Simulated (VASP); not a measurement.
Computed with PBE GGA + U (Dudarev), VASP's PBE PAW potentials (set 64) (plane waves; VASP 6.6.1).

VASP ran on this input.

INCAR:
```
# general
SYSTEM    = CuAu
PREC      = Accurate
ENCUT     = 400
LREAL     = .FALSE.
LASPH     = .TRUE.

# electronic loop
EDIFF     = 1E-6
NELM      = 100
ALGO      = Normal
LMAXMIX   = 2

# smearing
ISMEAR    = 1
SIGMA     = 0.1

# functional
GGA       = PE

# DFT+U
LDAU      = .TRUE.
LDAUTYPE  = 2
LDAUL     = 2 -1
LDAUU     = 5.0 0
LDAUJ     = 0 0
LDAUPRINT = 1

# ions
ISIF      = 2

# output
LWAVE     = .FALSE.
LCHARG    = .FALSE.
LORBIT    = 10
```

### KPOINTS
```
Automatic mesh
0
G
 11 11 9
0 0 0
```

### POSCAR
```
CuAu
1
    2.8560000000     0.0000000000     0.0000000000
    0.0000000000     2.8560000000     0.0000000000
    0.0000000000     0.0000000000     3.7434000000
Cu Au
1 1
Direct
  0.0000000000   0.0000000000   0.0000000000
  0.5000000000   0.5000000000   0.5000000000
```

POTCAR, in this order: Cu Au (PBE.64 set). Program: vasp_std.

Unless said otherwise, spin-orbit coupling is left out, though it shifts the bands of the heavy elements here.

Task: Predict the energy per atom (σ→0), pressure, band gap (on the k-mesh).

Result: 
```yaml
energy per atom (σ→0): -2.749 eV/atom
band gap (on the k-mesh): none (metal, semimetal or under 0.01 eV)
pressure: -3.43 GPa
```

**OSZICAR**
```
...
DAV:   7    -0.550456034179E+01    0.11945E-01   -0.36452E-02  3424   0.193E+00    0.297E+00
DAV:   8    -0.549734716650E+01    0.72132E-02   -0.37741E-03  4426   0.247E+00    0.164E-01
DAV:   9    -0.549702897853E+01    0.31819E-03   -0.18030E-03  3988   0.193E+00    0.240E-02
DAV:  10    -0.549704052543E+01   -0.11547E-04   -0.12507E-04  4640   0.129E-01    0.241E-02
DAV:  11    -0.549704597834E+01   -0.54529E-05   -0.16559E-05  4690   0.107E-01    0.190E-02
DAV:  12    -0.549704471000E+01    0.12683E-05   -0.90937E-07  2058   0.405E-02    0.447E-03
DAV:  13    -0.549704451696E+01    0.19304E-06   -0.59953E-07  1855   0.118E-02
   1 F= -.54970445E+01 E0= -.54970300E+01  d E =-.436741E-04
```

The compound is CuAu in the L1_0 structure. The cell was not relaxed at this level. The run is one of a series of settings (LDAU = .TRUE., LDAUJ = 0 0, LDAUL = 2 -1, LDAUTYPE = 2, LDAUU = 5.0 0, LMAXMIX = 2 against the base run), some of them coarse on purpose.
